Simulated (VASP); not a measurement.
A run of VASP 6.6.1 is set up as follows.

The input INCAR:

```
SYSTEM = ScSi2
PREC = Accurate
ENCUT = 520
EDIFF = 1E-7
ISMEAR = 0
SIGMA = 0.02
LREAL = .FALSE.
LASPH = .TRUE.
NELM = 100
ALGO = Fast
ISIF = 2
LWAVE = .FALSE.
LCHARG = .FALSE.
GGA = PS
NBANDS = 16
```

The input KPOINTS:

```
Automatic mesh
0
G
  8 8 7
  0 0 0
```

The input POSCAR:

```
ScSi2
3.66
    1.000000000000      0.000000000000      0.000000000000
   -0.500000000000      0.866025403798      0.000000000000
    0.000000000000      0.000000000000      1.057377049180
Sc Si
1 2
Direct
    0.0000000000      0.0000000000      0.0000000000
    0.6666666667      0.3333333333      0.5000000000
    0.3333333333      0.6666666667      0.5000000000
```

Potentials or basis: VASP PAW PBE potentials, release 64 (Sc_sv, Si).

Launch:

```console
$ cat potpaw_PBE.64/Sc_sv/POTCAR potpaw_PBE.64/Si/POTCAR > POTCAR
$ mpirun -np 1 vasp_std > vasp.out
```

(1) Predict the pressure.

(2) Estimate the band gap on the k mesh.

## Answers

(1) 22.0 GPa.

(2) none (metal or under the smearing width).

Caveat: so large a pressure means that the cell lies far from this level's equilibrium, or that cutoff or potentials fall short; the potentials were made for another functional, which shifts forces and pressure.
